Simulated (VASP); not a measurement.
A run of VASP 6.6.1 is set up as follows.

File INCAR:

```
PREC = Accurate ; ENCUT = 520
EDIFF = 1E-7 ; ISMEAR = -1
SIGMA = 0.02 ; LREAL = Auto
LASPH = True ; NELM = 100
ALGO = Normal ; ISIF = 2
LWAVE = False ; LCHARG = True
GGA = PE ; LELF = True
LVHAR = True ; NBANDS = 61
```

The input KPOINTS:

```
Automatic mesh
0
Gamma
  1 1 1
```

POSCAR

```
H18CO10
1.0
    6.7165700000      0.0000000000      0.0000000000
    0.0000000000      6.7165700000      0.0000000000
    0.0000000000      0.0000000000      6.7165700000
O H C
10 18 1
Direct
    0.3967650155      0.8589354388      0.8883403285
    0.9460632436      0.8335057924      0.4595202611
    0.6906650269      0.5262507500      0.5911648356
    0.2571401772      0.5200571125      0.0735047800
    0.1424685517      0.1112919243      0.7006999108
    0.3679110022      0.9567681123      0.2883019160
    0.7110921199      0.1760273473      0.8249448751
    0.2835226909      0.4988855919      0.4808555557
    0.7688597007      0.1480219815      0.3427940154
    1.0443723508      0.1863748908      0.1543793931
    0.5123448427      0.9456165870      0.8694318678
    0.3696976284      0.8758339450      1.0305408862
    1.0434790377      0.9044795186      0.5459334154
    0.8389252252      0.7640060328      0.5469905026
    0.5490153456      0.5584695760      0.5897950889
    0.7255042380      0.4989898118      0.4504233560
    0.3075825905      0.5984602260     -0.0326952596
    0.1862111167      0.4146312776      0.0109728626
    0.2227476227      0.1982112894      0.6058002820
    0.2451251159      0.0278118147      0.7637975931
    0.4572572012      1.0596480049      0.3281436805
    0.2444849082      1.0332059370      0.2495470158
    0.6909181323      0.2967288363      0.7443978102
    0.8570594813      0.1415305729      0.8037138003
    0.1760273473      0.6021674754      0.5011188747
    0.2973988211      0.5009402120      0.3352604082
    0.8382254633      0.0285711308      0.3874745592
    0.8371683761      0.3918071277      0.1694614960
    0.8839333172      0.2458099893      0.2131742839
```

Potentials or basis: VASP PAW PBE potentials, release 64 (O, H, C).

The run is started by

```console
$ cat potpaw_PBE.64/O/POTCAR potpaw_PBE.64/H/POTCAR potpaw_PBE.64/C/POTCAR > POTCAR
$ mpirun -np 1 vasp_gam > vasp.out
```

**Question.** Estimate the pressure.

**Answer.** 0.9 GPa.

**Question.** What does it give for the largest force?

**Answer.** 2.915 eV/Å.

**Question.** Estimate the band gap on the k mesh.

**Answer.** 4.95 eV, direct.

Stress tensor (GPa, compression positive):
```
-0.15 -0.62  0.86
-0.62  1.40  0.27
 0.86  0.27  1.37
```

Caveat: the standard files for N, O and F lose accuracy on very short bonds. A hybrid or GW would open this gap; PBE tends to underestimate it.
